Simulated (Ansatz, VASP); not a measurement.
# Cross-check of SnSe between VASP and Ansatz, part 2 of 2

Aim: how closely do two programs agree when they are given the same cell, functional and k mesh? The cell is taken from a series of runs on this material, whose earlier steps may have relaxed, scaled, displaced or heated it; both programs get it as it stands.

VASP 6.6.1 and Ansatz 0.2.0.

So far. Step 2 (VASP: single point, HSE06): The run ends at a pressure of 0.30 GPa, with forces up to 0.23 eV/Å.

**3. Ansatz: single point, HSE06**

Level of this step: Ansatz beside VASP: Kohn-Sham DFT, plane waves, HSE06 (Ansatz).

Ansatz runs on its default PAW (the set named soft_2) files.

The same cell, functional and mesh now go to Ansatz, which takes its cutoff from its data sets.

input.yaml reads:

```yaml
crystal:
  lattice:
    - [11.5022, 0.0, 0.0]
    - [0.0, 4.154, 0.0]
    - [0.0, 0.0, 4.4445]
  atoms:
    - { symbol: Sn, position: [0.6180906623, 0.75, 0.397535038] }
    - { symbol: Sn, position: [0.8819093377, 0.25, 0.897535038] }
    - { symbol: Sn, position: [0.3819093377, 0.25, 0.602464962] }
    - { symbol: Sn, position: [0.1180906623, 0.75, 0.102464962] }
    - { symbol: Se, position: [0.1433532693, 0.25, 0.5232051378] }
    - { symbol: Se, position: [0.6433532693, 0.25, 0.9767948622] }
    - { symbol: Se, position: [0.3566467307, 0.75, 0.0232051378] }
    - { symbol: Se, position: [0.8566467307, 0.75, 0.4767948622] }
kpoints:
  mp_grid: { grid: [2, 4, 4] }
  band_path:
    path:
      - [0.0, 0.0, 0.0]
      - [0.5, 0.0, 0.0]
      - [0.5, 0.5, 0.0]
      - [0.0, 0.5, 0.0]
      - [0.0, 0.0, 0.5]
      - [0.5, 0.0, 0.5]
      - [0.5, 0.5, 0.5]
      - [0.0, 0.5, 0.5]
      - [0.0, 0.0, 0.35]
      - [0.0, 0.3333333333, 0.0]
    npoints: 1
hamiltonian:
  xc: hse06
scf:
  occupations: { method: fixed }
  n_extra_bands: 6
output:
  eigenvalues: true
  write_density: true
  write_potential: true
  elf: true
  volumetric_format: npy
```

The run is started by

```console
$ ansatz run input.yaml --threads 3 --pin off --max-ram 92160MiB --backend cuda --events-out ev --progress --plain --runs-dir out --devices 1 --max-vram 13GiB
```

Numbers of over 12 decimals in the logs are rounded to 6 here.

The program printed:

```text
scf.n_extra_bands = 6 over 60 filled bands (N_el = 120.0): the run solves 66 bands
GPUs: using 1 of 1 available (devices: 1).
Engine: ansatz 0.2.0, x86_64-unknown-linux-gnu
Pseudopotentials: kind: paw
Pseudopotential: Sn, paw, valence charge 14, recommended cutoff 420 eV (normal), Sn.paw.azcp
Pseudopotential: Se, paw, valence charge 16, recommended cutoff 420 eV (normal), Se.paw.azcp
Functional definition: HSE06
  parameter a = 0.25
  parameter omega = 0.11/bohr
  exchange = pbe_x - a*pbe_x_sr(omega) + a*exact_x_sr(omega)
  correlation = pbe_c
davidson cushion auto → on  (no smearing: the cushion is to keep the highest requested band from converging to the state above it; pin scf.eigensolver.cushion to override)
device memory: the entry about to start is reckoned to put 3.5 GiB on a device that reports 61.9 GiB free (of which the cap on the GPU budget leaves the run 13.0 GiB)
GPU FFT provider: cuFFT
GPU libraries: cuBLAS 13.8.2, cuFFT 12.4.0, cuSOLVER 12.3.4
Crystal: 8 atoms, lattice volume = 212.359 Å³
Basis set: ecut = 420 eV, 4145 PW (Γ)
Bands: 66, of which v1, the nominal top of the filled ones, is band 60 counted from 1 (59 counted from 0)
Symmetry: 8 space group operations
Space group: Pnma (ITA 62), of the structure as read, at distance tolerance 6.0e-5 Å
k-points: 18 of 32
Non-local potential: Sn, projectors of the file, l = 0: 2, l = 1: 2, l = 2: 2, l = 3: 2
Non-local potential: Se, projectors of the file, l = 0: 2, l = 1: 2, l = 2: 3, l = 3: 1
PAW form: soft (Blöchl's): semilocal exchange-correlation on the pseudo side does not see the compensation charge
PAW frozen core: Sn, regenerated for the run's functional, and the local potential with it (the file was generated under x = pbe(κ = 0.804, μ = 0.219515), c = pbe(β = 0.066725))
PAW frozen core: Se, regenerated for the run's functional, and the local potential with it (the file was generated under x = pbe(κ = 0.804, μ = 0.219515), c = pbe(β = 0.066725))
PAW one-centre angular grid: Sn, 590 points (default); XC on 64 Gauss nodes
PAW one-centre angular grid: Se, 590 points (default); XC on 64 Gauss nodes
Initial density: superposition of atomic densities (neutral atoms: chi_scale 0, normalization atom), corrected by the library's trained network
Initial wavefunctions: pseudopotential atomic-orbital guess
GPU buffer pool allocated for 72000 grid points (all kernels)
GPU transforms: local potential and band sums: pruned to the plane-wave sphere, on 80×27×30
Functional: x = pbe(κ = 0.804, μ = 0.219515), c = pbe(β = 0.066725), warm-up for x = pbe(κ = 0.804, μ = 0.219515) + 0.25 (exact − pbe) at short range (hse, ω = 0.207870 Å⁻¹), c = pbe(β = 0.066725); HSE06 as pw.x's `hse` composes it (authors' and Libxc's form: `xc: wpbeh`)
SCF iter   1: F=—  HF=-45976.621113 eV  |F-HF|=—  |Δ(HF+E_count)|=         —  Δρ=1.41e-3  dr2=4.49e-3  ethr=1.77e-3  ⟨swp⟩=6.4  Hψ=4711  notcnv=0
preconditioner: auto → none  [insulator: Δε(μ)=0.844 eV  Ē_g=15.734 eV  n_scr=56 (ndim 8)  ℏωp=22.8 eV  f_vac=0.001]
SCF iter   2: F=—  HF=-45976.623844 eV  |F-HF|=—  |Δ(HF+E_count)|=   2.73e-3  Δρ=7.11e-4  dr2=1.39e-3  ethr=3.74e-6  ⟨swp⟩=4.7  Hψ=4556  notcnv=0  defer=1
SCF iter   3: F=—  HF=-45976.623789 eV  |F-HF|=—  |Δ(HF+E_count)|=   5.50e-5  Δρ=3.82e-4  dr2=2.16e-4  ethr=1.16e-6  ⟨swp⟩=3.9  Hψ=3164  notcnv=0
SCF iter   4: F=-45976.623966 eV  HF=-45976.623966 eV  |F-HF|=8.70e-8  |Δ(HF+E_count)|=   1.76e-4  Δρ=1.38e-4  dr2=4.82e-5  ethr=1.80e-7  ⟨swp⟩=3.7  Hψ=3109  notcnv=0
SCF 1 stopped early in 4 iterations: F = -45976.623966 eV  dr2 = 4.82e-5
  greatest PAW one-centre occupation: 1.000 electrons in one spin orbital (limit 2), on the Se atom at site 7 (counted from 0), in its partial waves of l = 2
device memory: the entry about to start is reckoned to put 4.4 GiB (of the 4.5 GiB reckoned in all, the device holds 0.1 GiB already) on a device that reports 58.5 GiB free (of which the cap on the GPU budget leaves the run 12.9 GiB)
GPU FFT provider: cuFFT
GPU libraries: cuBLAS 13.8.2, cuFFT 12.4.0, cuSOLVER 12.3.4
Initial density: handed on by an earlier stage of this run
Initial wavefunctions: those handed on with the density
GPU buffer pool allocated for 72000 grid points (all kernels)
GPU transforms: local potential and band sums: pruned to the plane-wave sphere, on 80×27×30
Functional: x = pbe(κ = 0.804, μ = 0.219515) + 0.25 (exact − pbe) at short range (hse, ω = 0.207870 Å⁻¹), c = pbe(β = 0.066725); HSE06 as pw.x's `hse` composes it (authors' and Libxc's form: `xc: wpbeh`)
Exchange kernel: α = 0.2500, screened, ω = 0.2079 Å⁻¹, Wigner–Seitz truncation, v(0) = 1042.1008 eV·Å³, q-mesh 2×4×4, nearest image of the exchange supercell L = 16.62 Å, pair-density grid 50×20×20, without the augmentation charges, whose exchange is taken in its separable form by FFT convolution over the k-point mesh (sized by the pseudopotential files, 80×30×30 at the most), smooth part of the exact exchange by density-matrix convolution in up to 5.72 GiB of GPU memory as planned if the GPU has room (build and FFT work areas not counted)
Frozen-core exchange: fock
SCF iter   1: F=—  HF=-45998.870593 eV  |F-HF|=—  |Δ(HF+E_count)|=         —  Δρ=5.02e-3  dr2=5.10e-2  ethr=4.02e-7  ⟨swp⟩=8.2  Hψ=6822  notcnv=0
preconditioner: auto → none  [insulator: Δε(μ)=1.197 eV  Ē_g=8.891 eV  n_scr=56 (ndim 8)  ℏωp=16.1 eV  f_vac=0.001]
SCF iter   2: F=—  HF=-45998.839880 eV  |F-HF|=—  |Δ(HF+E_count)|=   3.07e-2  Δρ=2.43e-3  dr2=1.20e-2  ethr=4.02e-7  ⟨swp⟩=5.0  Hψ=5215  notcnv=0
SCF iter   3: F=—  HF=-45998.837995 eV  |F-HF|=—  |Δ(HF+E_count)|=   1.89e-3  Δρ=8.28e-4  dr2=4.53e-3  ethr=4.02e-7  ⟨swp⟩=4.6  Hψ=3891  notcnv=0
SCF iter   4: F=—  HF=-45998.868295 eV  |F-HF|=—  |Δ(HF+E_count)|=   3.03e-2  Δρ=8.91e-4  dr2=1.75e-3  ethr=4.02e-7  ⟨swp⟩=4.6  Hψ=5032  notcnv=0
SCF iter   5: F=—  HF=-45998.867733 eV  |F-HF|=—  |Δ(HF+E_count)|=   5.62e-4  Δρ=1.55e-4  dr2=2.09e-4  ethr=4.02e-7  ⟨swp⟩=4.0  Hψ=4179  notcnv=0
SCF iter   6: F=—  HF=-45998.868530 eV  |F-HF|=—  |Δ(HF+E_count)|=   7.97e-4  Δρ=1.83e-4  dr2=9.20e-5  ethr=8.23e-8  ⟨swp⟩=4.2  Hψ=3909  notcnv=0
iter 7 solved again at ethr=1.70e-9 eV; its pass at ethr=7.16e-8 eV (dr2=2.04e-6 eV) is discarded
SCF iter   7: F=-45998.868505 eV  HF=-45998.868506 eV  |F-HF|=5.39e-7  |Δ(HF+E_count)|=   2.40e-5  Δρ=3.45e-5  dr2=7.70e-6  ethr=1.70e-9  ⟨swp⟩=4.0  Hψ=6695  notcnv=0
eigensolver tolerance schedule: the retry pair's looser diagonalisation over-reported the residual by 0.22 of it (diagonalisation noise at 0.23 of the residual, at the tolerance the schedule requests for it); recorded, not acted on — ethr = c·dr2/N_el stays at c = 1.0e-1
SCF 2 stopped early in 7 iterations: F = -45998.868505 eV  dr2 = 7.70e-6
hybrid outer 1: dexx = +3.522e-2 eV, tail = 4.35e-4 eV
GPU FFT provider: cuFFT
GPU libraries: cuBLAS 13.8.2, cuFFT 12.4.0, cuSOLVER 12.3.4
GPU buffer pool allocated for 72000 grid points (all kernels)
GPU transforms: local potential and band sums: pruned to the plane-wave sphere, on 80×27×30
Exchange kernel: α = 0.2500, screened, ω = 0.2079 Å⁻¹, Wigner–Seitz truncation, v(0) = 1042.1008 eV·Å³, q-mesh 2×4×4, nearest image of the exchange supercell L = 16.62 Å, pair-density grid 50×20×20, without the augmentation charges, whose exchange is taken in its separable form by FFT convolution over the k-point mesh (sized by the pseudopotential files, 80×30×30 at the most), smooth part of the exact exchange by density-matrix convolution in up to 5.72 GiB of GPU memory as planned if the GPU has room (build and FFT work areas not counted)
Frozen-core exchange: fock
SCF iter   1: F=—  HF=-45998.867707 eV  |F-HF|=—  |Δ(HF+E_count)|=         —  Δρ=5.81e-5  dr2=1.08e-5  ethr=1.81e-6  ⟨swp⟩=2.7  Hψ=2662  notcnv=0
preconditioner: auto → none  [insulator: Δε(μ)=1.194 eV  Ē_g=8.878 eV  n_scr=56 (ndim 8)  ℏωp=16.1 eV  f_vac=0.001]
SCF iter   2: F=—  HF=-45998.867727 eV  |F-HF|=—  |Δ(HF+E_count)|=   1.97e-5  Δρ=4.22e-5  dr2=4.73e-6  ethr=7.88e-9  ⟨swp⟩=4.9  Hψ=4711  notcnv=0
iter 3 solved again at ethr=1.48e-10 eV; its pass at ethr=3.46e-9 eV (dr2=1.77e-7 eV) is discarded
SCF iter   3: F=—  HF=-45998.867725 eV  |F-HF|=—  |Δ(HF+E_count)|=   1.32e-6  Δρ=1.41e-5  dr2=2.27e-7  ethr=1.48e-10  ⟨swp⟩=3.0  Hψ=5985  notcnv=0
eigensolver tolerance schedule: the retry pair's looser diagonalisation over-reported the residual by 0.16 of it (diagonalisation noise at 0.17 of the residual, at the tolerance the schedule requests for it); recorded, not acted on — ethr = c·dr2/N_el stays at c = 1.0e-1
SCF iter   4: F=-45998.867726 eV  HF=-45998.867726 eV  |F-HF|=4.84e-9  |Δ(HF+E_count)|=   8.02e-7  Δρ=3.08e-6  dr2=1.55e-8  ethr=1.28e-10  ⟨swp⟩=4.9  Hψ=3833  notcnv=0  defer=2
SCF 3 converged in 4 iterations: F = -45998.867726 eV  dr2 = 1.55e-8
  greatest PAW one-centre occupation: 1.000 electrons in one spin orbital (limit 2), on the Se atom at site 6 (counted from 0), in its partial waves of l = 2
hybrid outer 2: dexx = +7.193e-6 eV, tail = 3.01e-7 eV, Δε = 1.92e-3 eV (about 8.85e-5 eV left of the loop's levels)
device memory: the entry about to start is reckoned to put 1.4 GiB on a device that reports 51.4 GiB free (of which the cap on the GPU budget leaves the run 13.0 GiB)
NSCF: frozen V_eff on 10 k-points
hybrid SCF converged: 2 outer / 11 inner (+4 warm-up), last move |dexx| = 7.19e-6 eV, tail = 3.01e-7 eV
Stability not checked: this state was not tested for a lower state beside it, because the functional holds exact exchange (a hybrid, or Hartree-Fock), whose exchange loop this test does not read (fock_operator; see scf.lower_state_search)
Free energy (F): -45998.867724 eV
Frozen-core exchange: fock
Harris-Foulkes:  -45998.867724 eV  (|F-HF|=4.84e-9)
Internal energy: -45998.867724 eV  (E = F + TS)
E sigma→0 (E₀):  -45998.867724 eV
Fermi energy:    8.675010 eV
--- Per-component energies (eV) ---
  E_band       = -2172.207475
  E_kinetic    = 1210.404066
  E_local      = -13179.798945  (includes V_loc(G=0)·N_el)
  E_nonlocal   = -2520.166428
  E_hartree    = 6963.869399
  E_xc         = -1538.989095
  E_vxc        = -623.934685  (∫ρ·V_xc dr)
  E_exx        = -417.636100  (= α·E_x^exact, valence–valence)
  E_paw        = -24190.024340  (= ΣΔE_a)
  E_vpaw       = -151.169340  (= ΣTr[D̂ρ^β])
  E_aug_tail   = -0.002352  (compensation charges beyond the density's cutoff)
  E_ewald      = -12323.275503
  E_core_change = -3.248427  (= ΣΔE_core)
  E_smearing   = -0.000000  (= −TS)
  E_closure    = -0.000000  (closes the sum)
  Σ components = -45998.867724   (vs F -45998.867724, Δ=-7.28e-12)
--- Band table (eV; the first three rows and the last of 18) ---
  k-point 0: bands = [... 56 lower, 6.9833, 7.4408, 7.9259, 8.1697, 9.8691, 12.3223, 12.4159, 12.4579, ... 2 higher]
  k-point 1: bands = [... 56 lower, 7.4527, 7.6211, 8.1314, 8.5247, 10.2293, 10.6541, 11.5198, 11.5883, ... 2 higher]
  k-point 2: bands = [... 56 lower, 8.0448, 8.0448, 8.6698, 8.6698, 10.5086, 10.5086, 10.8867, 10.8867, ... 2 higher]
  k-point 17: bands = [... 56 lower, 7.0084, 7.0084, 7.0084, 7.0084, 11.7850, 11.7850, 11.7850, 11.7850, ... 2 higher]
```

The column dr2 measures how far the density is from self-consistency, as an energy; F and HF (Harris–Foulkes) agree once it is small.

**4. Comparison**

Known differences besides the potentials themselves: exact exchange at q = 0 is treated differently, which shows on coarse meshes; VASP keeps PBE cores, Ansatz makes them for the functional; fixed occupations in Ansatz, narrow Gaussian smearing in VASP; the data sets hold 120 valence electrons in Ansatz (on its default PAW (the set named soft_2) files) and 80 in VASP; the cutoff is 420 eV in Ansatz and 400 eV in VASP; VASP takes a coarser grid for exact exchange (PRECFOCK = Fast). Total energies have different zeros and are not compared.

Compared:

```csv
quantity,Ansatz,VASP,difference
gap on the k mesh (eV),1.194,1.193,+0.001
```

A gap on the mesh is an upper bound, since the band edges may lie between its points.

**5. What came out**

| Property | Result |
| --- | --- |
| difference in gap on the k mesh (single point, HSE06) | 8.4e-4 eV |

**Reading.** The difference in gap on the k mesh is 8.4e-4 eV (single point, HSE06), within the 0.08 eV picked in this series as the mark of a large difference. The data sets hold unlike numbers of valence electrons (120 in Ansatz and 80 in VASP), so part of the differences may come from the potentials. Such differences can come from data sets, numerical settings and the points named under the comparisons, not from the functional's error against experiment.

[Lines on the potential files, build, host, timing and source positions are cut from VASP's logs without a mark.]

[Logs are printed without paths, hosts, clocks, repeated set-up lines and the standing remarks that a program may print on its own settings, such as how far it seeks lower states.]

[Hosts, paths, dates, database ids (printed as entryN), source tags and the programs' standing remarks are cut or masked in the printed files.]
